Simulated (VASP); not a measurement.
# Gap of AlN, level by level

How does the gap of AlN depend on the functional? The levels: LDA, PBE, r2SCAN, TB-mBJ, TPSS, LAK, HSE06, PBE-EpsX, HSEsol, HSE03 and r2SCANh. LASPH is on for some levels and off for others; the table marks which. The start is a cell from a database of measured crystal structures.

Method: LDA; plane waves and PAW (Al, N), in the first sound run; inputs show where later runs differ, in VASP 6.6.1.

## 1. The starting structure

It takes space group P6_3mc (No. 186, hexagonal). The conventional cell has a = 3.110 Å, b = 3.110 Å, c = 4.980 Å, α = 90.00°, β = 90.00°, γ = 120.00°. Nearest to Al lie 4 N at 1.89 to 1.90 Å. Nearest to N lie 4 Al at 1.89 to 1.90 Å. Farther neighbours and most contacts between anions are not listed.

## 2. Bands with LDA

The mesh alone shows little of the dispersion and can miss band extrema, so KPOINTS_OPT adds a path through the symmetry points after the self-consistent cycle. LDA, the lowest rung, knows the local density alone.

INCAR reads:

```
SYSTEM = AlN
PREC = Accurate
ENCUT = 520
EDIFF = 1E-06
NELM = 100
ISMEAR = 0
SIGMA = 0.02
LREAL = .FALSE.
ALGO = Normal
GGA = CA
NBANDS = 22
LORBIT = 11
LWAVE = .FALSE.
LCHARG = .FALSE.
KPAR = 8
```

POSCAR reads:

```
AlN
1.0
    3.1100000000      0.0000000000      0.0000000000
   -1.5550000000      2.6933390058      0.0000000000
    0.0000000000      0.0000000000      4.9800000000
Al N
2 2
Direct
    0.6666666667      0.3333333333      0.0000000000
    0.3333333333      0.6666666667      0.5000000000
    0.6666666667      0.3333333333      0.3820000000
    0.3333333333      0.6666666667      0.8820000000
```

KPOINTS reads:

```
Automatic mesh
0
Gamma
5 5 3
0 0 0
```

KPOINTS_OPT reads:

```
Line mode
16
Line-mode
Reciprocal
  0.00000000   0.00000000   0.00000000 GAMMA
  0.50000000   0.00000000   0.00000000 M

  0.50000000   0.00000000   0.00000000 M
  0.33333333   0.33333333   0.00000000 K

  0.33333333   0.33333333   0.00000000 K
  0.00000000   0.00000000   0.00000000 GAMMA

  0.00000000   0.00000000   0.00000000 GAMMA
  0.00000000   0.00000000   0.50000000 A

  0.00000000   0.00000000   0.50000000 A
  0.50000000   0.00000000   0.50000000 L

  0.50000000   0.00000000   0.50000000 L
  0.33333333   0.33333333   0.50000000 H

  0.33333333   0.33333333   0.50000000 H
  0.00000000   0.00000000   0.50000000 A

  0.50000000   0.00000000   0.50000000 L
  0.50000000   0.00000000   0.00000000 M

  0.33333333   0.33333333   0.00000000 K
  0.33333333   0.33333333   0.50000000 H
```

PAW data sets: Al and N (PBE family, release 64).

On the command line:

```console
$ mpirun -np 8 vasp_std
```

Numbers of over 12 decimals in the logs are rounded to 6 here.

What it wrote:

```text
[banner, memory and clock lines left out]
running    8 mpi-ranks, on    1 nodes
 distrk:  each k-point on    1 cores,    8 groups
 distr:  one band on    1 cores,    1 groups

 POSCAR found type information on POSCAR AlN
 POSCAR found :  2 types and       4 ions
|                                                                             |
|           W    W    AA    RRRRR   N    N  II  N    N   GGGG   !!!           |
|           W    W   A  A   R    R  NN   N  II  NN   N  G    G  !!!           |
|           W    W  A    A  R    R  N N  N  II  N N  N  G       !!!           |
|           W WW W  AAAAAA  RRRRR   N  N N  II  N  N N  G  GGG   !            |
|           WW  WW  A    A  R   R   N   NN  II  N   NN  G    G                |
|           W    W  A    A  R    R  N    N  II  N    N   GGGG   !!!           |
|                                                                             |
|     For optimal performance we recommend to set                             |
|       NCORE = 2 up to number-of-cores-per-socket                            |
|     NCORE specifies how many cores store one orbital (NPAR=cpu/NCORE).      |
|     This setting can greatly improve the performance of VASP for DFT.       |
|     The default, NCORE=1 might be grossly inefficient on modern             |
|     multi-core architectures or massively parallel machines. Do your        |
|     Unfortunately you need to use the default for GW and RPA                |
|     calculations (for HF NCORE is supported but not extensively tested      |
|     yet).                                                                   |
|                                                                             |

|                                                                             |
|               ----> ADVICE to this user running VASP <----                  |
|                                                                             |
|     You enforced a specific xc type in the INCAR file but a different       |
|     [... a line on the potential file left out ...]
|     I HOPE YOU KNOW WHAT YOU ARE DOING!                                     |
|                                                                             |

 LDA part: xc-table for (Slater(with rela. corr.)+CA(PZ))
 , standard interpolation
 POSCAR, INCAR and KPOINTS ok, starting setup
 FFT: planning ... GRIDC
 FFT: planning ... GRID_SOFT
 FFT: planning ... GRID
 WAVECAR not read
 entering main loop
       N       E                     dE             d eps       ncg     rms          rms(c)
DAV:   1     0.394738776013E+02    0.39474E+02   -0.67643E+03   440   0.648E+02
DAV:   2    -0.342258310489E+02   -0.73700E+02   -0.68936E+02   530   0.163E+02
DAV:   3    -0.374780875080E+02   -0.32523E+01   -0.32324E+01   560   0.319E+01
DAV:   4    -0.374975390865E+02   -0.19452E-01   -0.19450E-01   506   0.272E+00
DAV:   5    -0.374977939514E+02   -0.25486E-03   -0.25486E-03   548   0.318E-01    0.117E+01
DAV:   6    -0.328918150368E+02    0.46060E+01   -0.67214E+00   524   0.167E+01    0.375E+00
DAV:   7    -0.328553045987E+02    0.36510E-01   -0.59996E-01   530   0.435E+00    0.285E+00
DAV:   8    -0.328024167268E+02    0.52888E-01   -0.10950E-01   500   0.203E+00    0.960E-01
DAV:   9    -0.327948118799E+02    0.76048E-02   -0.12914E-02   518   0.744E-01    0.292E-01
DAV:  10    -0.327949701092E+02   -0.15823E-03   -0.14905E-03   476   0.218E-01    0.114E-01
DAV:  11    -0.327949389298E+02    0.31179E-04   -0.22756E-05   554   0.289E-02    0.371E-02
DAV:  12    -0.327949370642E+02    0.18656E-05   -0.26564E-06   488   0.100E-02    0.688E-03
DAV:  13    -0.327949369239E+02    0.14023E-06   -0.55818E-07   262   0.442E-03
   1 F= -.32794937E+02 E0= -.32794937E+02  d E =-.140135E-14
 Start KPOINTS_OPT (optional k-point list driver)
k-point batch [1-10\144]
       N       E                     dE             ncg
DAV:   1     0.870686447604E+03   -0.10219E+04      440
DAV:   2     0.210219780715E+03   -0.66047E+03      550
DAV:   3     0.178306666585E+03   -0.31913E+02      538
DAV:   4     0.178118871685E+03   -0.18779E+00      512
DAV:   5     0.178116352849E+03   -0.25188E-02      530
DAV:   6     0.178116303039E+03   -0.49810E-04      506
DAV:   7     0.178116301980E+03   -0.10593E-05      482
DAV:   8     0.178116301899E+03   -0.81471E-07      362
[...]
k-point batch [141-144\144]
       N       E                     dE             ncg
DAV:   1     0.463675673396E+04   -0.25745E+04      176
DAV:   2     0.440229627029E+04   -0.23446E+03      226
DAV:   3     0.439343322245E+04   -0.88630E+01      218
DAV:   4     0.439337580609E+04   -0.57416E-01      200
DAV:   5     0.439337493543E+04   -0.87066E-03      218
DAV:   6     0.439337491765E+04   -0.17782E-04      200
DAV:   7     0.439337491724E+04   -0.40931E-06      212
```

Wall time 19 s (8 MPI ranks of AMD EPYC 7R43, shared host); peak memory 1.1 GiB; 2.4 min of CPU time.

The logs omit lines about the potential files and the build; timing stands in the text.

OUTCAR, selected parts (step 2):

```text
ion  position               nearest neighbor table
   1  0.667  0.333  0.000-   4 1.89   4 1.89   4 1.89   3 1.90   2 3.07   2 3.07   2 3.07   2 3.07
                             2 3.07   2 3.07
   2  0.333  0.667  0.500-   3 1.89   3 1.89   3 1.89   4 1.90   1 3.07   1 3.07   1 3.07   1 3.07
                             1 3.07   1 3.07
   3  0.667  0.333  0.382-   2 1.89   2 1.89   2 1.89   1 1.90
   4  0.333  0.667  0.882-   1 1.89   1 1.89   1 1.89   2 1.90

  LATTYP: Found a hexagonal cell.
 ALAT       =     3.1100000000
 C/A-ratio  =     1.6012861736

 Subroutine GETGRP returns: Found 12 space group operations
 (whereof  6 operations were pure point group operations)

The static configuration has the point symmetry C_3v.
 The point group associated with its full space group is C_6v.

 Found     10 irreducible k-points:

   k-points           NKPTS =     10   k-points in BZ     NKDIM =     10   number of bands    NBANDS=     22

   dimension x,y,z NGX =    24 NGY =   24 NGZ =   40
   dimension x,y,z NGXF=    48 NGYF=   48 NGZF=   80

   ENCUT  =  520.0 eV  38.22 Ry    6.18 a.u.   5.78  5.78  9.26*2*pi/ulx,y,z

   NELECT =      16.0000    total number of electrons

 k-points in reciprocal lattice and weights: Automatic mesh
   0.00000000  0.00000000  0.00000000       0.013
   0.20000000 -0.00000000  0.00000000       0.080
   0.40000000 -0.00000000  0.00000000       0.080
   0.20000000  0.20000000  0.00000000       0.080
   0.40000000  0.20000000  0.00000000       0.080
   0.00000000  0.00000000  0.33333333       0.027
   0.20000000 -0.00000000  0.33333333       0.160
   0.40000000 -0.00000000  0.33333333       0.160
   0.20000000  0.20000000  0.33333333       0.160
   0.40000000  0.20000000  0.33333333       0.160

 average (electrostatic) potential at core
       1 -71.1580       2 -71.1580       3 -59.8955       4 -59.8955

 E-fermi :   6.0079

 k-point     1 :       0.0000    0.0000    0.0000
  band No.  band energies     occupation
    ...
      4       5.0302      2.00000
      5       5.0302      2.00000
      6       5.6864      2.00000
      7       5.6864      2.00000
      8       5.9071      2.00000
      9      10.1391      0.00000
     10      12.4650      0.00000
     11      16.3830      0.00000
     12      16.8742      0.00000
     13      16.8742      0.00000
    ...

 k-point     2 :       0.2000   -0.0000    0.0000
  band No.  band energies     occupation
    ...
      4       3.1245      2.00000
      5       4.0153      2.00000
      6       4.5037      2.00000
      7       5.5609      2.00000
      8       5.6424      2.00000
      9      11.6955      0.00000
     10      13.5992      0.00000
     11      14.4621      0.00000
     12      15.5045      0.00000
     13      17.7449      0.00000
    ...

 k-point     3 :       0.4000   -0.0000    0.0000
  band No.  band energies     occupation
    ...
      4       1.9471      2.00000
      5       2.0657      2.00000
      6       3.8791      2.00000
      7       4.5689      2.00000
      8       5.2560      2.00000
      9      11.7572      0.00000
     10      11.9156      0.00000
     11      13.9223      0.00000
     12      16.0346      0.00000
     13      16.8296      0.00000
    ...

  Total       -0.8106560     -0.8106560     -0.8307775      0.0000000     -0.0000000     -0.0000000
  in kB      -31.1362604    -31.1362604    -31.9091009      0.0000000     -0.0000000     -0.0000000
  external PRESSURE =     -31.3938739 kB  Pullay stress =       0.0000000 kB

  energy-cutoff  :      520.00
  volume of cell :       41.71
      direct lattice vectors                 reciprocal lattice vectors
     3.110000000  0.000000000  0.000000000     0.321543408  0.185643173  0.000000000
    -1.555000000  2.693339006  0.000000000     0.000000000  0.371286347  0.000000000
     0.000000000  0.000000000  4.980000000     0.000000000  0.000000000  0.200803213

 POSITION                                       TOTAL-FORCE (eV/Angst)
 -----------------------------------------------------------------------------------
      1.55500      0.89778      0.00000        -0.000000     -0.000000      0.011347
     -0.00000      1.79556      2.49000        -0.000000      0.000000      0.011347
      1.55500      0.89778      1.90236        -0.000000      0.000000     -0.011347
     -0.00000      1.79556      4.39236         0.000000     -0.000000     -0.011347
 -----------------------------------------------------------------------------------
    total drift:                                0.000000      0.000000      0.000541

  FREE ENERGIE OF THE ION-ELECTRON SYSTEM (eV)
  ---------------------------------------------------
  free  energy   TOTEN  =       -32.7949369239 eV

  energy  without entropy=      -32.7949369239  energy(sigma->0) =      -32.79493692

 total charge
# of ion       s       p       d       tot
------------------------------------------
    1        0.364   0.443   0.000   0.807
    2        0.364   0.443   0.000   0.807
    3        1.206   2.634   0.000   3.841
    4        1.206   2.634   0.000   3.841
--------------------------------------------------
tot          3.140   6.155   0.000   9.295

[... 3 further parts left out ...]
```

The PAW data sets were made with PBE, though LDA sets exist; this is a small mismatch. At this level the cell is under a tension of 3.1 GPa, so at these settings it is away from equilibrium.

This step gave:

```
SCF cycles                        : 13
electrons                         : 16
bands                             : 22
irreducible k-points              : 10
symmetry operations               : 12
free energy (TOTEN)               : -32.79 eV
Fermi energy                      : 6.008 eV
pressure                          : -3.139 GPa
metallic                          : no
least gap on mesh and path        : 4.232 eV
least direct gap on mesh and path : 4.232 eV
valence top at k                  : 0, 0, 0
conduction bottom at k            : 0, 0, 0
least direct gap at k             : 0, 0, 0
```

Electronic bands along the path, in eV, zero at the valence-band top; v1 is the highest filled band, c1 the lowest empty one:

```csv
point,v4,v3,v2,v1,c1,c2,c3,c4
Γ,-0.88,-0.22,-0.22,0.00,4.23,6.56,10.48,10.97
0.53 of the way,-2.66,-1.66,-0.52,-0.45,6.19,7.32,7.86,10.00
M,-3.39,-2.12,-1.81,-0.71,5.66,5.68,8.09,10.14
0.47 of the way,-3.16,-2.96,-1.89,-1.47,5.42,6.86,8.68,9.95
K,-3.83,-2.49,-2.42,-2.42,4.89,8.22,9.54,9.54
0.53 of the way,-3.17,-1.59,-0.82,-0.51,6.59,7.60,8.48,8.84
Γ,-0.88,-0.22,-0.22,0.00,4.23,6.56,10.48,10.97
0.47 of the way,-0.80,-0.80,-0.31,-0.31,5.07,6.68,10.17,10.94
A,-0.56,-0.56,-0.56,-0.56,6.42,6.42,10.15,10.15
0.53 of the way,-1.64,-1.64,-1.11,-1.11,6.30,6.30,9.40,9.40
L,-1.49,-1.49,-1.38,-1.38,5.19,5.19,9.09,9.09
0.53 of the way,-2.90,-2.90,-0.93,-0.93,6.13,6.13,8.97,8.97
H,-3.92,-3.92,-0.81,-0.81,7.29,7.29,7.70,7.70
0.53 of the way,-1.76,-1.76,-1.23,-1.23,6.68,6.68,9.29,9.29
A,-0.56,-0.56,-0.56,-0.56,6.42,6.42,10.15,10.15
jump to L,-1.49,-1.49,-1.38,-1.38,5.19,5.19,9.09,9.09
0.53 of the way,-2.68,-1.97,-1.26,-0.93,4.99,5.76,9.23,9.26
M,-3.39,-2.12,-1.81,-0.71,5.66,5.68,8.09,10.14
jump to K,-3.83,-2.49,-2.42,-2.42,4.89,8.22,9.54,9.54
0.47 of the way,-4.44,-2.94,-1.58,-1.58,5.65,8.10,8.62,8.62
H,-3.92,-3.92,-0.81,-0.81,7.29,7.29,7.70,7.70
```

Of the projections kept (Al, N), the largest for each band there; the rest of the weight can lie on other orbitals:

```csv
point,v4,v3,v2,v1,c1,c2,c3,c4
Γ,N 0.90,N 0.97,N 0.97,N 0.97,N 0.76,Al 0.64,N 0.93,Al 0.98
M,N 0.73,N 0.80,N 0.81,N 0.90,Al 0.77,N 0.71,N 0.55,N 0.92
K,N 0.66,N 0.84,N 0.78,N 0.78,Al 0.92,N 0.99,N 0.85,N 0.85
Γ,N 0.90,N 0.97,N 0.97,N 0.97,N 0.76,Al 0.64,N 0.93,Al 0.98
A,N 0.93,N 0.93,N 0.93,N 0.93,N 0.71,N 0.71,Al 0.57,Al 0.57
L,N 0.84,N 0.84,N 0.87,N 0.87,Al 0.55,Al 0.55,Al 0.85,Al 0.85
```

The gap is 4.23 eV, direct at Γ.

(Continued in part 2 of 7.)

[Lines on the potential files, build, host, timing and source positions are cut from VASP's logs without a mark.]

[Logs are printed without paths, hosts, clocks, repeated set-up lines and the standing remarks that a program may print on its own settings, such as how far it seeks lower states.]

[Hosts, paths, dates, database ids (printed as entryN), source tags and the programs' standing remarks are cut or masked in the printed files.]

[A measured line is paired with the nearest computed mode of its activity, which favours agreement.]
